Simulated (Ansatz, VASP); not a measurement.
## Cross-check of As4Se3 (As4Se3 (Pnma)) between VASP and Ansatz

Aim: how closely do two programs agree when they are given the same cell, functional and k mesh? Of the first pair: The structure shown is the start of the Ansatz relaxation below; VASP solves that cell, so the two are compared at the walk's first step.

Main program and level: Ansatz 0.2.0; plane waves, with VASP 6.6.1 beside it; single point at PBEsol.

## Step 1: The structure

Symmetry: Pnma, No. 62, orthorhombic system. Conventional cell: a = 9.796 Å, b = 8.356 Å, c = 10.687 Å, α = 90.00°, β = 90.00°, γ = 90.00°. Nearest to As lie 1 Se at 2.36 Å and 2 As at 2.48 Å. Nearest to As lie 3 Se at 2.39 Å. Nearest to As lie 1 Se at 2.36 Å and 2 As at 2.48 to 2.49 Å. Nearest to Se lie 2 As at 2.36 to 2.39 Å. Nearest to Se lie 2 As at 2.36 to 2.39 Å. Farther neighbours and most contacts between anions are not listed.

## Step 2: Ansatz: relaxation, PBEsol

Ansatz runs on its default PAW (the set named soft_2) files.

The two programs are compared at the cell with which this relaxation starts, whose forces are those of its first step.

Contents of input.yaml:

```yaml
crystal:
  lattice:
    - [9.7960463, 0.0, 0.0]
    - [0.0, 8.3556914, 0.0]
    - [0.0, 0.0, 10.6872138]
  atoms:
    - { symbol: As, position: [0.01393665, 0.25, 0.08207787] }
    - { symbol: As, position: [0.51393665, 0.25, 0.41792213] }
    - { symbol: As, position: [0.98606335, 0.75, 0.91792213] }
    - { symbol: As, position: [0.48606335, 0.75, 0.58207787] }
    - { symbol: As, position: [0.1682406, 0.25, 0.56252451] }
    - { symbol: As, position: [0.6682406, 0.25, 0.93747549] }
    - { symbol: As, position: [0.8317594, 0.75, 0.43747549] }
    - { symbol: As, position: [0.3317594, 0.75, 0.06252451] }
    - { symbol: As, position: [0.35298116, 0.10081515, 0.28143463] }
    - { symbol: As, position: [0.85298116, 0.39918485, 0.21856537] }
    - { symbol: As, position: [0.64701884, 0.60081515, 0.71856537] }
    - { symbol: As, position: [0.14701884, 0.89918485, 0.78143463] }
    - { symbol: As, position: [0.64701884, 0.89918485, 0.71856537] }
    - { symbol: As, position: [0.14701884, 0.60081515, 0.78143463] }
    - { symbol: As, position: [0.35298116, 0.39918485, 0.28143463] }
    - { symbol: As, position: [0.85298116, 0.10081515, 0.21856537] }
    - { symbol: Se, position: [0.170466, 0.0350884, 0.4156499] }
    - { symbol: Se, position: [0.670466, 0.4649116, 0.0843501] }
    - { symbol: Se, position: [0.829534, 0.5350884, 0.5843501] }
    - { symbol: Se, position: [0.329534, 0.9649116, 0.9156499] }
    - { symbol: Se, position: [0.829534, 0.9649116, 0.5843501] }
    - { symbol: Se, position: [0.329534, 0.5350884, 0.9156499] }
    - { symbol: Se, position: [0.170466, 0.4649116, 0.4156499] }
    - { symbol: Se, position: [0.670466, 0.0350884, 0.0843501] }
    - { symbol: Se, position: [0.40506405, 0.25, 0.61454272] }
    - { symbol: Se, position: [0.90506405, 0.25, 0.88545728] }
    - { symbol: Se, position: [0.59493595, 0.75, 0.38545728] }
    - { symbol: Se, position: [0.09493595, 0.75, 0.11454272] }
basis:
  ecutwfc: 420
  xc_grid: 2
hamiltonian:
  xc: pbesol
kpoints:
  mp_grid: { grid: [3, 4, 3] }
scf:
  occupations: { method: fermi_dirac, width: 0.01 }
  max_iter: 150
output:
  forces: true
  stress: true
relax:
  f_tol: 0.01
  max_steps: 60
  cell: {}
checkpoint:
  write: "../pbesol.run"
  compress: false
  write_wavefunctions: false
  write_every: 100000
```

Command:

```bash
$ ansatz run input.yaml --threads 4 --pin off --max-ram 5652MiB --backend cpu --events-out ev --progress --plain --runs-dir out
```

Numbers of over 12 decimals in the logs are rounded to 6 here.

Output:

```text
Engine: ansatz 0.2.0, aarch64-unknown-linux-gnu
Pseudopotentials: kind: paw
Pseudopotential: As, paw, valence charge 15, recommended cutoff 420 eV (normal), As.paw.azcp
Pseudopotential: Se, paw, valence charge 16, recommended cutoff 420 eV (normal), Se.paw.azcp
Functional definition: PBEsol
  exchange = pbesol_x
  correlation = pbesol_c
Crystal: 28 atoms, lattice volume = 874.778 Å³
Basis set: ecut = 420 eV, 17073 PW (Γ), exchange–correlation on 144×120×144 points (8 copies of the dense FFT grid, shifted against one another)
Bands: 260, of which v1, the nominal top of the filled ones, is band 216 counted from 1 (215 counted from 0)
Symmetry: 8 space group operations
Space group: Pnma (ITA 62), of the structure as read, at distance tolerance 9.6e-5 Å
k-points: 12 of 36
Non-local potential: As, projectors of the file, l = 0: 2, l = 1: 2, l = 2: 3, l = 3: 1
Non-local potential: Se, projectors of the file, l = 0: 2, l = 1: 2, l = 2: 3, l = 3: 1
PAW form: soft (Blöchl's): semilocal exchange-correlation on the pseudo side does not see the compensation charge
PAW frozen core: As, regenerated for the run's functional, and the local potential with it (the file was generated under x = pbe(κ = 0.804, μ = 0.219515), c = pbe(β = 0.066725))
PAW frozen core: Se, regenerated for the run's functional, and the local potential with it (the file was generated under x = pbe(κ = 0.804, μ = 0.219515), c = pbe(β = 0.066725))
PAW one-centre angular grid: As, 590 points (default); XC on 64 Gauss nodes
PAW one-centre angular grid: Se, 590 points (default); XC on 64 Gauss nodes
Initial density: superposition of atomic densities (neutral atoms: chi_scale 0, normalization atom), corrected by the library's trained network
Initial wavefunctions: pseudopotential atomic-orbital guess
Functional: x = pbesol(κ = 0.804, μ = 0.123457), c = pbesol(β = 0.046)
SCF iter   1: F=—  HF=-142099.002727 eV  |F-HF|=—  |Δ(HF+E_count)|=         —  Δρ=4.00e-3  dr2=2.70e-1  ethr=1.77e-3  ⟨swp⟩=6.0  Hψ=11195  notcnv=0  defer=35
preconditioner: auto → Resta (q_TF=auto, 2.426 Å⁻¹)  ε∞=3.6  [insulator: Δε(μ)=1.526 eV  Ē_g=9.533 eV  σ=0.010 eV  W_gap=1.00  n_scr=216 (ndim 8)  ℏωp=15.5 eV  f_vac=0.188  D(μ)=0.00/eV (n_scr^D=0)  ε∞_Penn≈3.6]
SCF iter   2: F=—  HF=-142098.930304 eV  |F-HF|=—  |Δ(HF+E_count)|=   7.24e-2  Δρ=1.86e-3  dr2=4.70e-2  ethr=6.26e-5  ⟨swp⟩=2.0  Hψ=4004  notcnv=0  defer=472
SCF iter   3: F=—  HF=-142098.923311 eV  |F-HF|=—  |Δ(HF+E_count)|=   6.99e-3  Δρ=5.97e-4  dr2=4.93e-3  ethr=1.09e-5  ⟨swp⟩=2.6  Hψ=3522  notcnv=0  defer=472
SCF iter   4: F=—  HF=-142098.923725 eV  |F-HF|=—  |Δ(HF+E_count)|=   4.13e-4  Δρ=2.44e-4  dr2=7.15e-4  ethr=1.14e-6  ⟨swp⟩=2.0  Hψ=5143  notcnv=0  defer=472
SCF iter   5: F=—  HF=-142098.924076 eV  |F-HF|=—  |Δ(HF+E_count)|=   3.51e-4  Δρ=7.12e-5  dr2=5.89e-5  ethr=1.65e-7  ⟨swp⟩=2.0  Hψ=4520  notcnv=0  defer=472
SCF iter   6: F=—  HF=-142098.924232 eV  |F-HF|=—  |Δ(HF+E_count)|=   1.56e-4  Δρ=2.81e-5  dr2=9.41e-6  ethr=1.36e-8  ⟨swp⟩=2.0  Hψ=4560  notcnv=0  defer=472
SCF iter   7: F=—  HF=-142098.924247 eV  |F-HF|=—  |Δ(HF+E_count)|=   1.50e-5  Δρ=8.07e-6  dr2=8.00e-7  ethr=2.18e-9  ⟨swp⟩=2.0  Hψ=5091  notcnv=0  defer=472
SCF iter   8: F=-142098.924249 eV  HF=-142098.924249 eV  |F-HF|=1.33e-7  |Δ(HF+E_count)|=   1.86e-6  Δρ=2.39e-6  dr2=9.77e-8  ethr=2.31e-11  ⟨swp⟩=4.0  Hψ=10848  notcnv=0
SCF 1 converged in 8 iterations: F = -142098.924249 eV  dr2 = 9.77e-8
  greatest PAW one-centre occupation: 1.000 electrons in one spin orbital (limit 2), on the Se atom at site 21 (counted from 0), in its partial waves of l = 2
relax step   1: F+E_penalty+E_count = -142098.92424890 eV  Δ(F+E_penalty+E_count) = +0.000e0 eV  max|allowed force component| = 6.976e-2 eV/Å  Δτ_max = 0.0000 Å  P = -0.472 GPa  Ω = 874.778 Å³  (8 SCF iters, dr2 threshold 1.00e-7 eV, accepted)
[...]
relax step   6: F+E_penalty+E_count = -142099.31005143 eV  Δ(F+E_penalty+E_count) = -1.163e-3 eV  max|allowed force component| = 7.750e-3 eV/Å  Δτ_max = 0.0164 Å  P = +0.005 GPa  Ω = 752.081 Å³  energy of the carried Pulay correction = +1.212e-2 eV  (7 SCF iters, dr2 threshold 3.66e-8 eV, accepted)
[...]
relax step   7: F+E_penalty+E_count = -142099.29960324 eV  Δ(F+E_penalty+E_count) = +1.045e-2 eV  max|allowed force component| = 7.793e-3 eV/Å  Δτ_max = 0.0000 Å  P = +0.001 GPa  Ω = 752.081 Å³  stress off target by 1.88e-2 GPa  SCF on the basis re-selected at this cell (its energy is not comparable with the rows above)  (6 SCF iters)
basis re-selected at this cell: Δ(F+E_penalty+E_count) = +1.045e-2 eV, ΔP = -0.004 GPa vs the last step (what re-selecting the basis moved, of the pressure what is left beyond the Pulay correction that the steps carried, after the strain that the cell walked since its last selection, with what the two solves' SCF thresholds leave and, on support functions, any second-order correction that the steps lacked; it is no measure of the basis error at this ecutwfc). The dense FFT grid was sized anew with the basis: this SCF ran on 64×54×72 points, the steps before it on 72×60×72, so part of this shift can come from that change (see relax.cell in the input reference). [rest of the remark cut]
SCF converged after 6 iterations
Free energy (F): -142099.299603 eV
Harris-Foulkes:  -142099.299603 eV  (|F-HF|=5.82e-11)
Internal energy: -142099.299603 eV  (E = F + TS)
E sigma→0 (E₀):  -142099.299603 eV
Fermi energy:    7.327964 eV
--- Per-component energies (eV) ---
  E_band       = -9370.077984
  E_kinetic    = 3048.858122
  E_local      = -64876.501055  (includes V_loc(G=0)·N_el)
  E_nonlocal   = -17798.453700
  E_hartree    = 33182.391716
  E_xc         = -2488.416065
  E_vxc        = -2429.324432  (∫ρ·V_xc dr)
  E_paw        = -51095.046319  (= ΣΔE_a)
  E_vpaw       = 6320.565708  (= ΣTr[D̂ρ^β])
  E_aug_tail   = -0.007081  (compensation charges beyond the density's cutoff)
  E_ewald      = -42099.689485
  E_core_change = 27.564264  (= ΣΔE_core)
  E_smearing   = -0.000000  (= −TS)
  E_closure    = 0.000000  (closes the sum)
  Σ components = -142099.299603   (vs F -142099.299603, Δ=0.00e0)
--- Forces (eV/Å), atoms counted from 1 ---
  atom   1  As     0.00543890    -0.00000000     0.00494064
  atom   2  As     0.00543890     0.00000000    -0.00494064
  atom   3  As    -0.00543890     0.00000000    -0.00494064
  atom   4  As    -0.00543890    -0.00000000     0.00494064
  atom   5  As     0.00077694     0.00000000    -0.00367314
  atom   6  As     0.00077694    -0.00000000     0.00367314
  atom   7  As    -0.00077694    -0.00000000     0.00367314
  atom   8  As    -0.00077694     0.00000000    -0.00367314
  atom   9  As    -0.00416135     0.00105426     0.00016952
  atom  10  As    -0.00416135    -0.00105426    -0.00016952
  atom  11  As     0.00416135     0.00105426    -0.00016952
  atom  12  As     0.00416135    -0.00105426     0.00016952
  atom  13  As     0.00416135    -0.00105426    -0.00016952
  atom  14  As     0.00416135     0.00105426     0.00016952
  atom  15  As    -0.00416135    -0.00105426     0.00016952
  atom  16  As    -0.00416135     0.00105426    -0.00016952
  atom  17  Se    -0.00301110    -0.00779325     0.00111605
  atom  18  Se    -0.00301110     0.00779325    -0.00111605
  atom  19  Se     0.00301110    -0.00779325    -0.00111605
  atom  20  Se     0.00301110     0.00779325     0.00111605
  atom  21  Se     0.00301110     0.00779325    -0.00111605
  atom  22  Se     0.00301110    -0.00779325     0.00111605
  atom  23  Se    -0.00301110     0.00779325     0.00111605
  atom  24  Se    -0.00301110    -0.00779325    -0.00111605
  atom  25  Se     0.00344687    -0.00000000    -0.00019950
  atom  26  Se     0.00344687    -0.00000000     0.00019950
  atom  27  Se    -0.00344687     0.00000000     0.00019950
  atom  28  Se    -0.00344687     0.00000000    -0.00019950
  max |Σ_I F_I| component: 4.34e-18 eV/Å
--- Stress (GPa, compression-positive) ---
       -0.007456       0.000000       0.000000
        0.000000       0.018834      -0.000000
        0.000000      -0.000000      -0.008744
  P = ⅓ Tr σ = 0.0009 GPa (0.009 kbar)
--- Relaxed structure (6 steps of the walk, 6 accepted, 1 SCFs on fresh bases) ---
  F+E_penalty+E_count = -142099.29960324 eV   max|allowed force component| = 7.793e-3 eV/Å   (the final SCF, on the basis selected at the relaxed cell)
  cell:  # Å, volume = 752.0814 Å³
    - [9.262581, 0.0, 0.0]
    - [0.0, 7.943919, 0.0]
    - [0.0, 0.0, 10.221108]
  atoms:
    - { symbol: As, position: [0.029549, 0.250000, 0.087928] }
    - { symbol: As, position: [0.529549, 0.250000, 0.412072] }
    - { symbol: As, position: [0.970451, 0.750000, 0.912072] }
    - { symbol: As, position: [0.470451, 0.750000, 0.587928] }
    - { symbol: As, position: [0.162701, 0.250000, 0.568139] }
    - { symbol: As, position: [0.662701, 0.250000, 0.931861] }
    - { symbol: As, position: [0.837299, 0.750000, 0.431861] }
    - { symbol: As, position: [0.337299, 0.750000, 0.068139] }
    - { symbol: As, position: [0.358904, 0.091816, 0.269834] }
    - { symbol: As, position: [0.858904, 0.408184, 0.230166] }
    - { symbol: As, position: [0.641096, 0.591816, 0.730166] }
    - { symbol: As, position: [0.141096, 0.908184, 0.769834] }
    - { symbol: As, position: [0.641096, 0.908184, 0.730166] }
    - { symbol: As, position: [0.141096, 0.591816, 0.769834] }
    - { symbol: As, position: [0.358904, 0.408184, 0.269834] }
    - { symbol: As, position: [0.858904, 0.091816, 0.230166] }
    - { symbol: Se, position: [0.164577, 0.024340, 0.412031] }
    - { symbol: Se, position: [0.664577, 0.475660, 0.087969] }
    - { symbol: Se, position: [0.835423, 0.524340, 0.587969] }
    - { symbol: Se, position: [0.335423, 0.975660, 0.912031] }
    - { symbol: Se, position: [0.835423, 0.975660, 0.587969] }
    - { symbol: Se, position: [0.335423, 0.524340, 0.912031] }
    - { symbol: Se, position: [0.164577, 0.475660, 0.412031] }
    - { symbol: Se, position: [0.664577, 0.024340, 0.087969] }
    - { symbol: Se, position: [0.415735, 0.250000, 0.619056] }
    - { symbol: Se, position: [0.915735, 0.250000, 0.880944] }
    - { symbol: Se, position: [0.584265, 0.750000, 0.380944] }
    - { symbol: Se, position: [0.084265, 0.750000, 0.119056] }
```

In the SCF lines HF is the Harris–Foulkes energy and dr2 the Hartree energy of the density residual, in eV; the loop may stop once dr2 is under the threshold and the program's other checks hold. Hψ counts applications of the Hamiltonian.

(Part 1 of 3 ends here.)

[Lines on the potential files, build, host, timing and source positions are cut from VASP's logs without a mark.]

[Logs are printed without paths, hosts, clocks, repeated set-up lines and the standing remarks that a program may print on its own settings, such as how far it seeks lower states.]

[Hosts, paths, dates, database ids (printed as entryN), source tags and the programs' standing remarks are cut or masked in the printed files.]
